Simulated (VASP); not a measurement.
# What goes wrong when Nb3Sn is relaxed with a bad input, part 2 of 2

Aim: see how common mistakes in a VASP relaxation show up, on Nb3Sn. The starting structure is a measured crystal structure from the Crystallography Open Database. The first relaxation on each setting starts from this cell expanded by 3 % in volume.

VASP 6.6.1.

Results so far: reference 18.13 Å³ an atom; a k mesh far too coarse 16.78 Å³ an atom.

## 4. Relaxation with one electron too many

Level of this step: PBEsol; plane waves and PAW (Sn_d, Nb_sv) (VASP).

A slip made on purpose: one electron too many. Against step 2 the input has NELECT = 107 (also changed: NELM).

INCAR

```
SYSTEM = Nb3Sn
PREC = Accurate
ENCUT = 450
EDIFF = 1E-06
NELM = 60
ISMEAR = 1
SIGMA = 0.15
LREAL = .FALSE.
ALGO = Normal
GGA = PS
NBANDS = 65
LASPH = .TRUE.
LORBIT = 11
LWAVE = .FALSE.
LCHARG = .FALSE.
KPAR = 8
IBRION = 2
NSW = 50
ISIF = 3
EDIFFG = -0.006
NELECT = 107
```

POSCAR

```
Nb3Sn
1.0
    5.3344014212      0.0000000000      0.0000000000
    0.0000000000      5.3344014212      0.0000000000
    0.0000000000      0.0000000000      5.3344014212
Sn Nb
2 6
Direct
    0.5000000000      0.5000000000      0.5000000000
    0.0000000000      0.0000000000      0.0000000000
    0.0000000000      0.5000000000      0.2500000000
    0.0000000000      0.5000000000      0.7500000000
    0.5000000000      0.2500000000      0.0000000000
    0.7500000000      0.0000000000      0.5000000000
    0.5000000000      0.7500000000      0.0000000000
    0.2500000000      0.0000000000      0.5000000000
```

KPOINTS

```
Automatic mesh
0
Gamma
6 6 6
0 0 0
```

PAW data sets: Sn_d and Nb_sv (PBE family, release 64).

Launch:

```console
$ mpirun -np 8 vasp_std
```

The program printed:

```text
[banner, memory and clock lines left out]
running    8 mpi-ranks, on    1 nodes
[...]
[... a notice as in an earlier step ...]

 [... a notice as in an earlier step ...]

 LDA part: xc-table for (Slater+PW92), standard interpolation
 POSCAR, INCAR and KPOINTS ok, starting setup
[...]
entering main loop
       N       E                     dE             d eps       ncg     rms          rms(c)
DAV:   1     0.167154607089E+04    0.16715E+04   -0.47777E+04  2728   0.198E+03
DAV:   2     0.196024383697E+03   -0.14755E+04   -0.14406E+04  2608   0.732E+02
DAV:   3    -0.380065578406E+02   -0.23403E+03   -0.22388E+03  3495   0.248E+02
DAV:   4    -0.656171474217E+02   -0.27611E+02   -0.26853E+02  3944   0.757E+01
DAV:   5    -0.678141441152E+02   -0.21970E+01   -0.21787E+01  4728   0.188E+01BRMIX: very serious problems
 the old and the new charge density differ
 old charge density:   106.00000 new  107.00000
BRMIX: very serious problems
 the old and the new charge density differ
 old charge density:   106.00000 new  107.00000
[...]
BRMIX: very serious problems
 the old and the new charge density differ
 old charge density:   106.00000 new  107.00000
    0.181E+01
DAV:   6    -0.652218307385E+02    0.25923E+01   -0.78792E+00  3648   0.139E+01    0.606E+00
DAV:   7    -0.648795527752E+02    0.34228E+00   -0.21251E+00  4064   0.686E+00    0.252E+00
DAV:   8    -0.648730222646E+02    0.65305E-02   -0.23962E-01  4096   0.233E+00    0.782E-01
DAV:   9    -0.648730980752E+02   -0.75811E-04   -0.41801E-02  3736   0.106E+00    0.348E-01
DAV:  10    -0.648734196196E+02   -0.32154E-03   -0.74453E-03  3952   0.423E-01    0.601E-02
DAV:  11    -0.648734078874E+02    0.11732E-04   -0.70101E-04  3672   0.156E-01    0.322E-02
DAV:  12    -0.648733961885E+02    0.11699E-04   -0.62682E-05  4520   0.407E-02    0.540E-03
DAV:  13    -0.648733949432E+02    0.12454E-05   -0.43189E-06  2616   0.113E-02    0.277E-03
DAV:  14    -0.648733949625E+02   -0.19347E-07   -0.11286E-06  2256   0.787E-03
   1 F= -.64873395E+02 E0= -.64867750E+02  d E =-.648734E+02
[... from here on, the cycles between the ionic steps are left out ...]
   2 F= -.64644621E+02 E0= -.64641913E+02  d E =0.228774E+00
   3 F= -.65024539E+02 E0= -.65019454E+02  d E =-.151144E+00
   4 F= -.65024609E+02 E0= -.65019502E+02  d E =-.151214E+00
[...]
reached required accuracy - stopping structural energy minimisation
```

The job ended after 64 s (8 MPI ranks of Intel Xeon 6975P-C (Granite Rapids), shared host; peak memory 2.8 GiB).

Parts of OUTCAR (step 4):

```text
  Total        0.0080206      0.0080206      0.0080206      0.0000000      0.0000000     -0.0000000
  in kB        0.0809147      0.0809147      0.0809147      0.0000000      0.0000000     -0.0000000
  external PRESSURE =       0.0809147 kB  Pullay stress =       0.0000000 kB

 POSITION                                       TOTAL-FORCE (eV/Angst)
 -----------------------------------------------------------------------------------
      2.70770      2.70770      2.70770        -0.000000      0.000000     -0.000000
      0.00000      0.00000      0.00000        -0.000000      0.000000     -0.000000
      0.00000      2.70770      1.35385         0.000000      0.000000      0.000000
     -0.00000      2.70770      4.06154        -0.000000     -0.000000     -0.000000
      2.70770      1.35385      0.00000         0.000000     -0.000000     -0.000000
      4.06154     -0.00000      2.70770         0.000000      0.000000      0.000000
      2.70770      4.06154      0.00000        -0.000000      0.000000      0.000000
      1.35385     -0.00000      2.70770        -0.000000     -0.000000      0.000000
 -----------------------------------------------------------------------------------
    total drift:                                0.000000     -0.000000      0.000000

  FREE ENERGIE OF THE ION-ELECTRON SYSTEM (eV)
  ---------------------------------------------------
  free  energy   TOTEN  =       -65.0246092765 eV

  energy  without entropy=      -65.0092872235  energy(sigma->0) =      -65.01950193

[... 2 parts as in an earlier step ...]

[... 2 further parts left out ...]
[key lines of the parts left out:]
E-fermi :  10.3582
```

With one electron too many the cell ends at 19.852 Å³ an atom, +9.48 % from the reference.

## 5. Relaxation with an ionic step far too long

A slip made on purpose: an ionic step far too long. Against step 2 the input has IBRION = 1 and POTIM = 2 (also changed: NELM and NSW).

Edit INCAR of step 4 so:

```diff
@@ -16,6 +16,6 @@
 KPAR = 8
-IBRION = 2
-NSW = 50
+IBRION = 1
+NSW = 30
 ISIF = 3
 EDIFFG = -0.006
-NELECT = 107
+POTIM = 2
```

POSCAR is that of step 4.

KPOINTS is that of step 4.

Launch:

```console
$ mpirun -np 8 vasp_std
```

The program printed:

```text
[... set-up lines as in an earlier step ...]
 entering main loop
       N       E                     dE             d eps       ncg     rms          rms(c)
DAV:   1     0.163574164077E+04    0.16357E+04   -0.47536E+04  2728   0.197E+03
DAV:   2     0.178127185103E+03   -0.14576E+04   -0.14227E+04  2608   0.725E+02
DAV:   3    -0.503557039330E+02   -0.22848E+03   -0.21900E+03  3495   0.245E+02
DAV:   4    -0.772827249996E+02   -0.26927E+02   -0.26198E+02  3944   0.747E+01
[...]
DAV:  11    -0.758022998816E+02    0.75331E-05   -0.51838E-04  3736   0.130E-01    0.289E-02
DAV:  12    -0.758022918679E+02    0.80138E-05   -0.51199E-05  4600   0.382E-02    0.484E-03
DAV:  13    -0.758022908681E+02    0.99976E-06   -0.29485E-06  2488   0.991E-03
   1 F= -.75802291E+02 E0= -.75795243E+02  d E =-.758023E+02
[...]
2 F= -.46167387E+02 E0= -.46166741E+02  d E =0.296349E+02
[...]
3 F= -.75938927E+02 E0= -.75931951E+02  d E =-.297715E+02
[...]
4 F= -.75958236E+02 E0= -.75951300E+02  d E =-.193092E-01
[...]
5 F= -.75961323E+02 E0= -.75954415E+02  d E =-.308649E-02
 BRION: g(F)=  0.238E-47 g(S)=  0.898E-05 retain N=  1 mean eig= 0.09
 eig:   0.086
 reached required accuracy - stopping structural energy minimisation
```

Elapsed: 2.1 min, on 8 MPI ranks; peak memory 2.9 GiB.

Parts of OUTCAR (step 5):

```text
  Total        0.0111378      0.0111378      0.0111378      0.0000000      0.0000000      0.0000000
  in kB        0.1229891      0.1229891      0.1229891      0.0000000      0.0000000      0.0000000
  external PRESSURE =       0.1229891 kB  Pullay stress =       0.0000000 kB

 POSITION                                       TOTAL-FORCE (eV/Angst)
 -----------------------------------------------------------------------------------
      2.62735      2.62735      2.62735        -0.000000      0.000000      0.000000
     -0.00000      0.00000      0.00000        -0.000000      0.000000      0.000000
      0.00000      2.62735      1.31367        -0.000000     -0.000000      0.000000
      0.00000      2.62735      3.94102         0.000000     -0.000000     -0.000000
      2.62735      1.31367      0.00000        -0.000000      0.000000     -0.000000
      3.94102     -0.00000      2.62735         0.000000      0.000000     -0.000000
      2.62735      3.94102      0.00000         0.000000      0.000000      0.000000
      1.31367      0.00000      2.62735        -0.000000     -0.000000      0.000000
 -----------------------------------------------------------------------------------
    total drift:                                0.000000     -0.000000      0.000000

  FREE ENERGIE OF THE ION-ELECTRON SYSTEM (eV)
  ---------------------------------------------------
  free  energy   TOTEN  =       -75.9613228303 eV

  energy  without entropy=      -75.9405991707  energy(sigma->0) =      -75.95441494

[... 2 parts as in an earlier step ...]

[... 2 further parts left out ...]
[key lines of the parts left out:]
E-fermi :  11.5260
```

With an ionic step far too long the cell ends at 18.137 Å³ an atom, +0.02 % from the reference.

## 6. Relaxation with a loose electronic threshold

A slip made on purpose: a loose electronic threshold. Against step 2 the input has EDIFF = 0.01 (also changed: NELM and NSW).

Edit INCAR of step 5 so:

```diff
@@ -3,3 +3,3 @@
 ENCUT = 450
-EDIFF = 1E-06
+EDIFF = 0.01
 NELM = 60
@@ -16,3 +16,3 @@
 KPAR = 8
-IBRION = 1
+IBRION = 2
 NSW = 30
@@ -20,2 +20 @@
 EDIFFG = -0.006
-POTIM = 2
```

POSCAR is that of step 5.

KPOINTS is that of step 5.

Launch:

```console
$ mpirun -np 8 vasp_std
```

The program printed:

```text
[... set-up lines as in an earlier step ...]
 entering main loop
       N       E                     dE             d eps       ncg     rms          rms(c)
[... 8 cycles as in an earlier step ...]
DAV:   9    -0.758019375191E+02   -0.29296E-03   -0.34409E-02  3864   0.100E+00
   1 F= -.75801938E+02 E0= -.75794874E+02  d E =-.758019E+02
[... from here on, the cycles between the ionic steps are left out ...]
   2 F= -.75559362E+02 E0= -.75553300E+02  d E =0.242576E+00
   3 F= -.75953463E+02 E0= -.75946666E+02  d E =-.151525E+00
   5 F= -.75855198E+02 E0= -.75848537E+02  d E =-.532607E-01
   7 F= -.75959201E+02 E0= -.75952289E+02  d E =-.157264E+00
   9 F= -.75860042E+02 E0= -.75853070E+02  d E =0.101122E+00
  11 F= -.75959740E+02 E0= -.75952825E+02  d E =0.142423E-02
  13 F= -.75960931E+02 E0= -.75954035E+02  d E =0.232638E-03
  15 F= -.75961006E+02 E0= -.75954102E+02  d E =0.158533E-03
  17 F= -.75961252E+02 E0= -.75954343E+02  d E =-.246135E-03
  19 F= -.75961222E+02 E0= -.75954321E+02  d E =0.297683E-04
  21 F= -.75961229E+02 E0= -.75954326E+02  d E =0.228279E-04
  23 F= -.75961240E+02 E0= -.75954336E+02  d E =0.115128E-04
  25 F= -.75961282E+02 E0= -.75954374E+02  d E =-.305377E-04
  27 F= -.75961390E+02 E0= -.75954471E+02  d E =-.138370E-03
  29 F= -.75961232E+02 E0= -.75954264E+02  d E =0.198320E-04
  30 F= -.75954362E+02 E0= -.75947486E+02  d E =0.688940E-02
[...]
opt :   0.6834  next Energy=   -75.962564 (dE=-0.131E-02)
```

Elapsed: 2.8 min, on 8 MPI ranks; peak memory 2.9 GiB.

OUTCAR, selected parts (step 6):

```text
  Total       -2.3176214     -2.3176214     -2.3176214     -0.0000000     -0.0000000     -0.0000000
  in kB      -25.3564123    -25.3564123    -25.3564123     -0.0000000     -0.0000000     -0.0000000
  external PRESSURE =     -25.3564123 kB  Pullay stress =       0.0000000 kB

 POSITION                                       TOTAL-FORCE (eV/Angst)
 -----------------------------------------------------------------------------------
      2.63547      2.63547      2.63547         0.000000      0.000000      0.000000
      0.00000      0.00000      0.00000         0.000000      0.000000      0.000000
      5.27094      2.63547      1.31774         0.000000     -0.000000     -0.000000
      0.00000      2.63547      3.95321        -0.000000      0.000000      0.000000
      2.63547      1.31774      5.27094         0.000000     -0.000000     -0.000000
      3.95321      5.27094      2.63547         0.000000      0.000000      0.000000
      2.63547      3.95321      0.00000        -0.000000      0.000000      0.000000
      1.31774     -0.00000      2.63547        -0.000000     -0.000000     -0.000000
 -----------------------------------------------------------------------------------
    total drift:                                0.000000     -0.000000     -0.000000

  FREE ENERGIE OF THE ION-ELECTRON SYSTEM (eV)
  ---------------------------------------------------
  free  energy   TOTEN  =       -75.9543623182 eV

  energy  without entropy=      -75.9337335564  energy(sigma->0) =      -75.94748606

[... 1 part as in an earlier step ...]

[... 2 further parts left out ...]
[key lines of the parts left out:]
E-fermi :  11.4038
```

Logs of long relaxations may skip ionic steps without a mark.

The relaxation used up its 30 ionic steps (NSW) before forces and stress met EDIFFG.

## 7. The runs compared

| run | ended | volume (Å³/atom) | change (%) | pressure left (GPa) | core minutes |
| --- | --- | --- | --- | --- | --- |
| reference | converged | 18.133 | - | 0.0 | 20.1 |
| a k mesh far too coarse | converged | 16.778 | -7.47 | -0.02 | 1.79 |
| one electron too many | converged | 19.852 | 9.48 | 0.01 | 8.53 |
| an ionic step far too long | converged | 18.137 | 0.02 | 0.01 | 16.5 |
| a loose electronic threshold | not converged | - | - | - | 22.7 |

Core minutes are wall time times ranks, summed over the relaxations behind a row (those for a bulk modulus apart), on shared hosts.

## 8. Outcome

* volume of the reference: 18.13 Å³/atom
* volume against the reference, a k mesh far too coarse: -7.47 %
* volume against the reference, one electron too many: +9.48 %
* volume against the reference, an ionic step far too long: +0.02 %
* run with a loose electronic threshold: not converged

**Reading.** The run with a loose electronic threshold didn't converge. Finished, but with signs in the output that stand out against the reference: a k mesh far too coarse, with the volume changed by -7.5 % (signs: -21.1 GPa at the first ionic step (of the first relaxations, not shown; reference: -7.3 GPa), an energy that rises by up to 0.9 eV an atom on the way and a large entropy term in the energy); one electron too many, with the volume changed by +9.5 % (signs: a warning on the charge density and 7.2 GPa at the first ionic step (of the first relaxations, not shown; reference: -7.3 GPa)); an ionic step far too long, with the volume changed by less than 0.1 % (signs: an energy that rises by up to 3.7 eV an atom on the way). The reference was restarted once and the runs with a slip weren't, so their cells may not have settled fully. Further runs on this material are not shown.

[Lines on the potential files, build, host, timing and source positions are cut from VASP's logs without a mark.]

[Logs are printed without paths, hosts, clocks, repeated set-up lines and the standing remarks that a program may print on its own settings, such as how far it seeks lower states.]

[Hosts, paths, dates, database ids (printed as entryN), source tags and the programs' standing remarks are cut or masked in the printed files.]
